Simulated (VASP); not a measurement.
These are r2SCAN meta-GGA, VASP's PBE PAW potentials (set 64) (plane waves; VASP) values and carry that method's errors.

VASP input:

### INCAR
```
SYSTEM = PbS
PREC = Accurate
ENCUT = 520
EDIFF = 1E-7
NELM = 100
ALGO = Normal
LREAL = .FALSE.
LASPH = .TRUE.
ISMEAR = 0
SIGMA = 0.05
METAGGA = R2SCAN
LMIXTAU = .TRUE.
LMAXMIX = 4
LWAVE = .FALSE.
LCHARG = .FALSE.
ISIF = 2
```

File KPOINTS:
```
Automatic mesh
0
Gamma
8 8 8
0 0 0
```

**POSCAR**
```
PbS
1
    0.0000000000     2.9561775124     2.9561775124
    2.9561775124     0.0000000000     2.9561775124
    2.9561775124     2.9561775124     0.0000000000
Pb S
1 1
Direct
  0.0000000000   0.0000000000   0.0000000000
  0.5000000000   0.5000000000   0.5000000000
```

POTCAR, in this order: Pb_d S (PBE.64 set). Program: vasp_std.

What VASP printed:

### OSZICAR
```
       N       E                     dE             d eps       ncg     rms          rms(c)
DAV:   1     0.106376566163E+03    0.10638E+03   -0.10093E+04   812   0.156E+03
DAV:   2    -0.562002839384E+02   -0.16258E+03   -0.15864E+03   848   0.370E+02
DAV:   3    -0.703011476495E+02   -0.14101E+02   -0.13764E+02  1076   0.112E+02
DAV:   4    -0.706652675590E+02   -0.36412E+00   -0.36382E+00   914   0.208E+01
DAV:   5    -0.706773414787E+02   -0.12074E-01   -0.12074E-01  1152   0.382E+00    0.479E+00
DAV:   6    -0.654578745189E+02    0.52195E+01   -0.28211E+00   986   0.330E+01    0.406E+00
DAV:   7    -0.654963377259E+02   -0.38463E-01   -0.69313E-01   842   0.115E+01    0.223E+00
DAV:   8    -0.654472756914E+02    0.49062E-01   -0.67662E-01   812   0.757E+00    0.847E-01
DAV:   9    -0.655943484929E+02   -0.14707E+00   -0.28229E-01   812   0.486E+00    0.643E-01
DAV:  10    -0.655941767820E+02    0.17171E-03   -0.28358E-02   956   0.205E+00    0.390E-01
DAV:  11    -0.656004887402E+02   -0.63120E-02   -0.14842E-02   854   0.120E+00    0.855E-02
DAV:  12    -0.655976929492E+02    0.27958E-02   -0.10155E-02   836   0.118E+00    0.184E-01
DAV:  13    -0.656006784661E+02   -0.29855E-02   -0.17477E-03   824   0.441E-01    0.922E-02
DAV:  14    -0.656019363172E+02   -0.12579E-02   -0.11565E-03   878   0.405E-01    0.200E-02
DAV:  15    -0.656020213548E+02   -0.85038E-04   -0.13352E-04   944   0.139E-01    0.130E-02
DAV:  16    -0.656020202587E+02    0.10961E-05   -0.42841E-06   974   0.223E-02    0.883E-03
DAV:  17    -0.656020204225E+02   -0.16385E-06   -0.59664E-06   842   0.239E-02    0.235E-03
DAV:  18    -0.656020205015E+02   -0.78995E-07   -0.73829E-07   860   0.977E-03
   1 F= -.65602021E+02 E0= -.65602021E+02  d E =-.268434E-17
```

### OUTCAR
```
------------------------ aborting loop because EDIFF is reached ----------------------------------------
  FORCE on cell =-STRESS in cart. coord.  units (eV):
  Direction    XX          YY          ZZ          XY          YZ          ZX
  --------------------------------------------------------------------------------------
  Total        0.6214583      0.6214583      0.6214583      0.0000000     -0.0000000      0.0000000
  in kB       19.2708571     19.2708571     19.2708571      0.0000000     -0.0000000      0.0000000
  external PRESSURE =      19.2708571 kB  Pullay stress =       0.0000000 kB
  volume of cell :       51.67
      direct lattice vectors                 reciprocal lattice vectors
     0.000000000  2.956177512  2.956177512    -0.169137340  0.169137340  0.169137340
     2.956177512  0.000000000  2.956177512     0.169137340 -0.169137340  0.169137340
     2.956177512  2.956177512  0.000000000     0.169137340  0.169137340 -0.169137340
  FREE ENERGIE OF THE ION-ELECTRON SYSTEM (eV)
  ---------------------------------------------------
  free  energy   TOTEN  =       -65.6020205015 eV

  energy  without entropy=      -65.6020205015  energy(sigma->0) =      -65.60202050
```
(Selected blocks of OUTCAR.)

The compound is PbS in the rock salt structure. This cell is one point of a volume scan, at 0.97 of the reference volume.
